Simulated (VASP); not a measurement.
Here is the system:

```xyz
2
Lattice="0.0000 3.0125 3.0125 3.0125 0.0000 3.0125 3.0125 3.0125 0.0000" Properties=species:S:1:pos:R:3 pbc="T T T"
P      3.0125     3.0125     3.0125
La     0.0000     0.0000     0.0000
```

The numbers are results of PBEsol GGA, VASP's PBE PAW potentials (set 64) (plane waves; VASP), not measurements. Settings: 400 eV cut-off, 7×7×7 Γ-centred mesh, Gaussian smearing of 0.050 eV, potentials P La.

Energy and stress use the plane-wave basis of the starting cell.

Problem. The ions, cell shape and volume are relaxed. What does this cell relax into?

Solution. 
```xyz
2
Lattice="0.0000 2.9883 2.9883 2.9883 0.0000 2.9883 2.9883 2.9883 0.0000" Properties=species:S:1:pos:R:3 pbc="T T T"
P      2.9883     2.9883     2.9883
La     0.0000     0.0000     0.0000
```
Space group Fm-3m (225), at a tolerance of 0.03 Å.

Problem. How do energy and volume change from the first to the last step?

Solution. The energy (σ→0) changes by -3.7 meV/atom and the volume by -2.4 %, in 3 ionic steps.

```tsv
step	E(σ→0) (eV)	max force (eV/Å)	pressure (GPa)	volume (Å³)
1	-14.2147	0.000	-1.74	54.68
2	-14.2172	0.000	1.56	52.36
3	-14.2220	0.000	-0.01	53.37
```

The structure comes from a measured LaP entry (Fm-3m) of the Crystallography Open Database, whose conditions weren't checked. This run relaxes it. Symmetry was kept, so distortions that lower it aren't found.
